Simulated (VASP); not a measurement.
```
MoS2
1.0
    3.18290     0.00000     0.00000
   -1.59145     2.75647     0.00000
    0.00000     0.00000    18.75158
Mo S
1 2
Cartesian
  1.59145   0.91882   9.37579
  0.00000   1.83765   7.81239
  0.00000   1.83765  10.93918
```

Computed with HSE06 screened hybrid, VASP's PBE PAW potentials (set 64) (plane waves; VASP 6.6.1). Numerical set-up: 400 eV cut-off, 6×6×1 Γ-centred mesh, Gaussian smearing of 0.050 eV, potentials Mo_sv S.

The cell holds a wide vacuum, so values per volume refer to the whole cell.

Problem. Predict the energy per atom (σ→0), largest force, band gap (over the mesh, the named points and PBE's band edges) with the smallest direct gap where there is one.

Solution. 
```
Property                                                                              Value
--------------------------------------------------------------------------  ---------------
band gap (over the mesh, the named points and PBE's band edges)                     2.16 eV
smallest direct gap (over the mesh, the named points and PBE's band edges)          2.16 eV
energy per atom (σ→0)                                                        -8.743 eV/atom
largest force                                                               0.02155 Ry/bohr
```

Total energies compare only between runs with the same potentials, cut-off and functional.

The cell is a sheet with vacuum, built from a generated structure.
